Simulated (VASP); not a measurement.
Input:

```
Ti3ZrC4
1.0
    0.00000     2.20204     2.20204
    2.20204     0.00000     2.20204
    8.78199     8.78199     0.02616
Zr C Ti
1 4 3
Direct
  0.00000   0.00000   0.00000
  0.48237   0.48237   0.13823
  0.49416   0.49416   0.37938
  0.50584   0.50584   0.62062
  0.51763   0.51763   0.86177
  0.98867   0.98867   0.25850
  0.00000   0.00000   0.50000
  0.01133   0.01133   0.74150
```

All values below come from PBEsol GGA, VASP's PBE PAW potentials (set 64) (plane waves; VASP). Run with 520 eV cut-off, Gaussian smearing of 0.050 eV, potentials Zr_sv C Ti_sv.

Question: Give the energies of bands 24 to 37 at the high-symmetry points, in eV from the Fermi level.

Answer: 
| band | Γ | T | H2 | L | S0 | F |
|---|---|---|---|---|---|---|
| 24 | -2.79 | -2.81 | -4.09 | -3.22 | -4.11 | -3.31 |
| 25 | -2.77 | -2.63 | -3.22 | -3.11 | -3.23 | -3.21 |
| 26 | -1.89 | -2.63 | -3.11 | -2.73 | -3.06 | -2.99 |
| 27 | -1.89 | -0.70 | -3.00 | -2.70 | -3.05 | -2.76 |
| 28 | -1.71 | -0.67 | -2.89 | -2.55 | -2.87 | -2.36 |
| 29 | -1.71 | -0.46 | -2.43 | -2.43 | -2.42 | -1.96 |
| 30 | 0.65 | -0.46 | -2.25 | -2.06 | -2.25 | -1.89 |
| 31 | 0.65 | -0.24 | -2.19 | -0.90 | -2.19 | -1.82 |
| 32 | 0.72 | -0.24 | -2.02 | -0.73 | -2.03 | -0.08 |
| 33 | 1.44 | 0.90 | 2.08 | 0.36 | 2.06 | 0.02 |
| 34 | 1.45 | 0.90 | 2.13 | 0.48 | 2.22 | 1.44 |
| 35 | 1.51 | 1.32 | 2.35 | 2.51 | 2.29 | 1.55 |
| 36 | 1.67 | 1.32 | 2.62 | 2.76 | 2.62 | 2.77 |
| 37 | 1.68 | 1.99 | 2.64 | 2.78 | 2.64 | 2.92 |

It has no gap at this level: it comes out as a metal or semimetal.

The structure was generated: Ti3ZrC4 was put into an ordered model structure (R-3m), which need not be its known phase. It was relaxed first.
